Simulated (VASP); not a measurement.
# MnZn (P-6m2) in VASP: single point with LDA

Aim: the single point of MnZn with LDA.

All numbers are computed with VASP 6.6.1; they aren't measurements. Logs are shortened: lines on timing, memory, paths and dates and some standing lists are left out, and cuts for length are marked.

## (1) The structure

Symmetry: P-6m2, No. 187, hexagonal system. Conventional cell: a = 2.641 Å, b = 2.641 Å, c = 4.401 Å, α = 90.00°, β = 90.00°, γ = 120.00°. Around Mn (site symmetry -6m2) lie 6 Mn at 2.64 Å and 6 Zn at 2.68 Å. Zn (site symmetry -6m2) is surrounded by 6 Zn at 2.64 Å and 6 Mn at 2.68 Å.

The cell comes from a database or a generator and needn't be the stable form of this composition.

## (2) Single point, LDA, collinear spin, typed start

Contents of INCAR:

```
ALGO = Normal
EDIFF = 1E-7
ENCUT = 520
ISIF = 2
ISMEAR = -1
ISPIN = 2
LASPH = True
LCHARG = True
LELF = True
LMAXMIX = 4
LORBIT = 11
LREAL = False
LVHAR = True
LWAVE = False
MAGMOM = 4 0
NBANDS = 24
NELM = 150
PREC = Accurate
SIGMA = 0.08
```

Contents of KPOINTS:

```
k-points
0
Gamma
  15 15 8
```

Contents of POSCAR:

```
MnZn
1.0
    2.6414918477      0.0000000000      0.0000000000
   -1.3207459238      2.2875990440      0.0000000000
    0.0000000000      0.0000000000      4.4009490000
Mn Zn
1 1
Direct
    0.6666666667      0.3333333333      0.5000000000
    0.3333333333      0.6666666667      0.0000000000
```

Potentials or basis: VASP PAW LDA potentials, release 64 (Mn_pv, Zn).

Command:

```sh
$ cat potpaw_LDA.64/Mn_pv/POTCAR potpaw_LDA.64/Zn/POTCAR > POTCAR
$ mpirun -np 1 vasp_std > vasp.out
```

OUTCAR:

```text
EDIFF = 1E-7
   ENCUT = 520
   ISIF = 2
   ISMEAR = -1
   ISPIN = 2
   LASPH = True
   LORBIT = 11
   LREAL = False
   NELM = 150
   PREC = Accurate

 ion  position               nearest neighbor table
   1  0.667  0.333  0.500-   2 2.68   2 2.68   2 2.68   2 2.68   2 2.68   2 2.68
   2  0.333  0.667  0.000-   1 2.68   1 2.68   1 2.68   1 2.68   1 2.68   1 2.68

  LATTYP: Found a hexagonal cell.
 ALAT       =     2.6414918477
 C/A-ratio  =     1.6660846422

  Lattice vectors:

 A1 = (   2.6414918477,   0.0000000000,   0.0000000000)
 A2 = (  -1.3207459238,   2.2875990440,   0.0000000000)
 A3 = (   0.0000000000,   0.0000000000,   4.4009490000)

Analysis of symmetry for initial positions (statically):
=====================================================================
 Subroutine PRICEL returns:
 Original cell was already a primitive cell.

 Routine SETGRP: Setting up the symmetry group for a
 hexagonal supercell.

 Subroutine GETGRP returns: Found 12 space group operations
 (whereof 12 operations were pure point group operations)
 out of a pool of 24 trial point group operations.

The static configuration has the point symmetry D_3h.

Analysis of symmetry for dynamics (positions and initial velocities):
=====================================================================
 Subroutine PRICEL returns:
 Original cell was already a primitive cell.

 Routine SETGRP: Setting up the symmetry group for a
 hexagonal supercell.

 Subroutine GETGRP returns: Found 12 space group operations
 (whereof 12 operations were pure point group operations)
 out of a pool of 24 trial point group operations.

The dynamic configuration has the point symmetry D_3h.

Analysis of structural, dynamic, and magnetic symmetry:
=====================================================================
 Subroutine PRICEL returns:
 Original cell was already a primitive cell.

 Routine SETGRP: Setting up the symmetry group for a
 hexagonal supercell.

 Subroutine GETGRP returns: Found 12 space group operations
 (whereof 12 operations were pure point group operations)
 out of a pool of 24 trial point group operations.

The overall configuration has the point symmetry D_3h.

 Subroutine INISYM returns: Found 12 space group operations
 (whereof 12 operations are pure point group operations),
 and found     1 'primitive' translations

----------------------------------------------------------------------------------------

                                     Primitive cell

  volume of cell :      26.5935

  direct lattice vectors                    reciprocal lattice vectors
     2.641491848  0.000000000  0.000000000     0.378573949  0.218569771  0.000000000
    -1.320745924  2.287599044  0.000000000     0.000000000  0.437139543  0.000000000
     0.000000000  0.000000000  4.400949000     0.000000000  0.000000000  0.227223719

  length of vectors
     2.641491848  2.641491848  4.400949000     0.437139543  0.437139543  0.227223719

  position of ions in fractional coordinates (direct lattice)
     0.666666667  0.333333333  0.500000000
     0.333333333  0.666666667  0.000000000

  ion indices of the primitive-cell ions
   primitive index   ion index
                 1           1
                 2           2

----------------------------------------------------------------------------------------

 KPOINTS: k-points

Automatic generation of k-mesh.
 Grid dimensions read from file:
 generate k-points for:   15   15    8

 Generating k-lattice:

  Cartesian coordinates                     Fractional coordinates (reciprocal lattice)
     0.025238263  0.014571318  0.000000000     0.066666667 -0.000000000  0.000000000
     0.000000000  0.029142636  0.000000000     0.000000000  0.066666667  0.000000000
     0.000000000  0.000000000  0.028402965     0.000000000  0.000000000  0.125000000

  Length of vectors
     0.029142636  0.029142636  0.028402965

  Shift w.r.t. Gamma in fractional coordinates (k-lattice)
     0.000000000  0.000000000  0.000000000

 Subroutine IBZKPT returns following result:
 ===========================================

 Found    135 irreducible k-points:

 Following reciprocal coordinates:
            Coordinates               Weight
  0.000000  0.000000  0.000000      1.000000
  0.066667 -0.000000  0.000000      6.000000
  0.133333  0.000000  0.000000      6.000000
  0.200000  0.000000  0.000000      6.000000
  0.266667  0.000000  0.000000      6.000000
  0.333333 -0.000000  0.000000      6.000000
[... 16 lines left out ...]
  0.333333  0.200000  0.000000     12.000000
  0.400000  0.200000  0.000000      6.000000
 [... further k-points ...]
   k-points           NKPTS =    135   k-points in BZ     NKDIM =    135   number of bands    NBANDS=     24
   number of dos      NEDOS =    301   number of ions     NIONS =      2
   total plane-waves  NPLWV =  14400
   dimension x,y,z NGX =    20 NGY =   20 NGZ =   36
   dimension x,y,z NGXF=    40 NGYF=   40 NGZF=   72
   ions per type =               1   1
   NGX,Y,Z   is equivalent  to a cutoff of  12.59, 12.59, 13.60 a.u.
   NGXF,Y,Z  is equivalent  to a cutoff of  25.17, 25.17, 27.20 a.u.
 SYSTEM =  unknown system
   PREC   = accura    normal or accurate (medium, high low for compatibility)
   ISTART =      0    job   : 0-new  1-cont  2-samecut
   ICHARG =      2    charge: 1-file 2-atom 10-const
   ISPIN  =      2    spin polarized calculation?
   LNONCOLLINEAR =      F non collinear calculations
   LSORBIT =      F    spin-orbit coupling
   LASPH  =      T    aspherical Exc in radial PAW
   ENCUT  =  520.0 eV  38.22 Ry    6.18 a.u.   4.91  4.91  8.18*2*pi/ulx,y,z
   NELM   =    150;   NELMIN=  2; NELMDL= -5     # of ELM steps
   EDIFF  = 0.1E-06   stopping-criterion for ELM
   LREAL  =      F    real-space projection
   EDIFFG = 0.1E-05   stopping-criterion for IOM
   NSW    =      0    number of steps for IOM
   IBRION =     -1    ionic relax: 0-MD 1-quasi-New 2-CG
   NFREE  =      0    steps in history (QN), initial steepest desc. (CG)
   ISIF   =      2    stress and relaxation
   ISYM   =      2    0-nonsym 1-usesym 2-fastsym
   POTIM  = 0.5000    time-step for ionic-motion
   TEBEG  =    0.0;   TEEND  =   0.0 temperature during run
   PSTRESS=    0.0 pullay stress
   NELECT =      25.0000    total number of electrons
   NUPDOWN=      -1.0000    fix difference up-down
   EMIN   =  10.00;   EMAX   =-10.00  energy-range for DOS
   EFERMI =   0.00;   METHOD = LEGACY
   ISMEAR =    -1;   SIGMA  =   0.08  broadening in eV -4-tet -1-fermi 0-gaus
   EFERMI_NEDOS =   21; number of points for ismear=-14 and -15
   IALGO  =     38    algorithm
   IMIX   =      4    mixing-type and parameters
     AMIX     =   0.40;   BMIX     =  1.00
     AMIX_MAG =   1.60;   BMIX_MAG =  1.00
  volume/ion in A,a.u.               =      13.30        89.73
  Fermi-wavevector in a.u.,A,eV,Ry     =   1.603724  3.030599 34.993246  2.571931
  Thomas-Fermi vector in A             =   2.700342
   LORBIT       =     11    0 simple, 1 ext, 2 COOP (PROOUT), +10 PAW based schemes
   GGA     = CA    functional components
   LHFCALC =     F    Hartree Fock is set to
   AEXX    =    0.0000 exact exchange contribution
   IVDW    =     0    specifies the selected vdW correction
   LEPSILON=     F    determine dielectric tensor
   LRPA    =     F    only Hartree local field effects (RPA)
 spin polarized calculation
  energy-cutoff  :      520.00
  volume of cell :       26.59
 maximum number of plane-waves:       756
 NGX is ok and might be reduce to    20
   NGX =  9   NGY =  9   NGZ = 17

 number of electron      25.0000007 magnetization       2.0598998

 Free energy of the ion-electron system (eV)
  ---------------------------------------------------
  ext. energy  EPLUGINS =         0.00000000
  ---------------------------------------------------
  free energy    TOTEN  =       -11.37406486 eV

  energy without entropy =      -11.32670962  energy(sigma->0) =      -11.35038724

 E-fermi :   5.4383     XC(G=0): -12.8444

 val. band max:        5.4331336557   @ k =   0.4000  -0.0000   0.5000
 cond. band min:       5.4383652747   @ k =   0.2000   0.0000   0.3750
 fundamental gap:      0.0052316190
 Fermi energy:         5.4382894288

 spin component 1

 k-point     1 :       0.0000    0.0000    0.0000
  band No.  band energies     occupation
      1     -42.7426      1.00000
      2     -42.4919      1.00000
      3     -42.4919      1.00000
      4      -4.1839      1.00000
      5      -2.2870      1.00000
      6      -1.8813      1.00000
[... 16 lines left out ...]
     23      27.2633      0.00000
     24      30.7231      0.00000

 k-point     2 :       0.0667   -0.0000    0.0000
  band No.  band energies     occupation
      1     -42.7407      1.00000
      2     -42.5054      1.00000
      3     -42.4951      1.00000
      4      -4.0479      1.00000
      5      -2.2553      1.00000
      6      -1.8999      1.00000
[... 586 lines left out ...]
 k-point    24 :       0.4000    0.2000    0.0000
  band No.  band energies     occupation
      1     -42.7632      1.00000
      2     -42.6955      1.00000
      3     -42.6326      1.00000
      4      -2.2972      1.00000
      5      -2.0799      1.00000
      6      -1.7141      1.00000
[... 16 lines left out ...]
     23      29.0725      0.00000
     24      33.7560      0.00000

 [... further k-points ...]

 spin component 2

 k-point     1 :       0.0000    0.0000    0.0000
  band No.  band energies     occupation
      1     -40.6059      1.00000
      2     -40.6059      1.00000
      3     -40.5230      1.00000
      4      -4.0702      1.00000
      5      -2.2325      1.00000
      6      -1.8826      1.00000
[... 16 lines left out ...]
     23      27.3538      0.00000
     24      31.0965      0.00000

 k-point     2 :       0.0667   -0.0000    0.0000
  band No.  band energies     occupation
      1     -40.6205      1.00000
      2     -40.6093      1.00000
      3     -40.5209      1.00000
      4      -3.9341      1.00000
      5      -2.2025      1.00000
      6      -1.9011      1.00000
[... 586 lines left out ...]
 k-point    24 :       0.4000    0.2000    0.0000
  band No.  band energies     occupation
      1     -40.8980      1.00000
      2     -40.7571      1.00000
      3     -40.4705      1.00000
      4      -2.2914      1.00000
      5      -2.0529      1.00000
      6      -1.6940      1.00000
[... 16 lines left out ...]
     23      29.2664      0.00000
     24      33.9887      0.00000

 [... further k-points ...]
[... 5 lines left out ...]
  --------------------------------------------------------------------------------------
  -------------------------------------------------------------------------------------
  Total       -2.6262921     -2.6262921     -2.5506255     -0.0000000     -0.0000000      0.0000000
  in kB     -158.2260906   -158.2260906   -153.6674094     -0.0000000     -0.0000000      0.0000000
  external PRESSURE =    -156.7065302 kB  Pullay stress =       0.0000000 kB

 VOLUME and BASIS-vectors are now :
 -----------------------------------------------------------------------------
  energy-cutoff  :      520.00
  volume of cell :       26.59
      direct lattice vectors                 reciprocal lattice vectors
     2.641491848  0.000000000  0.000000000     0.378573949  0.218569771  0.000000000
    -1.320745924  2.287599044  0.000000000     0.000000000  0.437139543  0.000000000
     0.000000000  0.000000000  4.400949000     0.000000000  0.000000000  0.227223719

 POSITION                                       TOTAL-FORCE (eV/Angst)
 -----------------------------------------------------------------------------------
      1.32075      0.76253      2.20047         0.000000     -0.000000      0.000000
     -0.00000      1.52507      0.00000        -0.000000      0.000000      0.000000
 -----------------------------------------------------------------------------------
    total drift:                                0.000000     -0.000000      0.000000

  FREE ENERGIE OF THE ION-ELECTRON SYSTEM (eV)
  ---------------------------------------------------
  free  energy   TOTEN  =       -11.3740648562 eV

  energy  without entropy=      -11.3267096225  energy(sigma->0) =      -11.35038724

 total charge

# of ion       s       p       d       tot
------------------------------------------
    1        0.331   6.259   5.083  11.672
    2        0.626   0.543   9.729  10.898
--------------------------------------------------
tot          0.957   6.802  14.812  22.570

 magnetization (x)

# of ion       s       p       d       tot
------------------------------------------
    1        0.000   0.012   2.018   2.030
    2       -0.021  -0.026   0.014  -0.033
--------------------------------------------------
tot         -0.020  -0.014   2.031   1.997
```

Wall time 2.1 min (1 thread of Intel Xeon Platinum 8488C (Sapphire Rapids), shared host); peak memory 0.23 GiB.

What came out:

```
Free energy                                           : -11.3741 eV
Pressure                                              : -15.7 GPa
Band gap on the k mesh                                : none (metal or under the smearing width)
Net moment                                            : 2.06 μB per cell
Site moments                                          : Mn +2.03; Zn -0.03 μB
Valence electrons inside the program's atomic spheres : Mn 11.67; Zn 10.90
```

Caveat: so large a pressure means that the cell lies far from this level's equilibrium, or that cutoff or potentials fall short.
